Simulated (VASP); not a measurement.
The input files of a VASP run:

### INCAR
```
SYSTEM = Al3Cd
PREC = Accurate
ENCUT = 400
EDIFF = 1E-6
NELM = 100
ALGO = Normal
LREAL = .FALSE.
LASPH = .TRUE.
ISMEAR = 1
SIGMA = 0.1
LMAXMIX = 4
LWAVE = .FALSE.
LCHARG = .FALSE.
IBRION = 2
ISIF = 3
NSW = 60
EDIFFG = -0.02
```

### POSCAR
```
Al3Cd
1.0
  4.1058377816   0.0000000000   0.0000000000
  0.0000000000   4.1058377816   0.0000000000
  0.0000000000   0.0000000000   4.1058377816
Al Cd
3 1
Direct
  0.0000000000   0.5000000000   0.5000000000
  0.5000000000   0.0000000000   0.5000000000
  0.5000000000   0.5000000000   0.0000000000
  0.0000000000   0.0000000000   0.0000000000
```

**KPOINTS**
```
Automatic mesh
0
Gamma
7 7 7
0 0 0
```

POTCAR, in this order: Al Cd (LDA.64 set). Program: vasp_std.

### Question
Write an equivalent input for Quantum ESPRESSO's pw.x.

### Answer
One equivalent input (not run):
```
&CONTROL
  calculation = 'vc-relax'
  pseudo_dir = './pseudo'
  outdir = './out'
  tprnfor = .true.
  tstress = .true.
  nstep = 60
  forc_conv_thr = 0.00078
/
&SYSTEM
  ibrav = 0
  nat = 4
  ntyp = 2
  ecutwfc = 102
  occupations = 'smearing'
  smearing = 'methfessel-paxton'
  degauss = 0.00735
  input_dft = 'pz'
/
&ELECTRONS
  conv_thr = 7.3e-08
  electron_maxstep = 100
/
&IONS
/
&CELL
/
ATOMIC_SPECIES
  Al 26.982 Al.upf
  Cd 112.414 Cd.upf
CELL_PARAMETERS angstrom
     4.1058378   -0.0000000    0.0000000
    -0.0000000    4.1058378   -0.0000000
     0.0000000   -0.0000000    4.1058378
ATOMIC_POSITIONS crystal
  Al   0.0000000  0.5000000  0.5000000
  Al   0.5000000  0.0000000  0.5000000
  Al   0.5000000  0.5000000  0.0000000
  Cd   0.0000000  0.0000000  0.0000000
K_POINTS automatic
  7 7 7 0 0 0
```
Limits of the translation: the potentials are each code's own (VASP's PAW set, PseudoDojo norm-conserving files in pw.x), so ENCUT and ecutwfc are chosen apart and not converted; conv_thr bounds pw.x's estimated SCF error, while EDIFF bounds the energy change between steps; forc_conv_thr acts on force components and is met together with etot_conv_thr.

The structure comes from a computed database's Al3Cd entry (Pm-3m); how it stands against other phases isn't given here. This run relaxes it. Symmetry was kept, so distortions that lower it aren't found. The start is the result of an earlier pass.
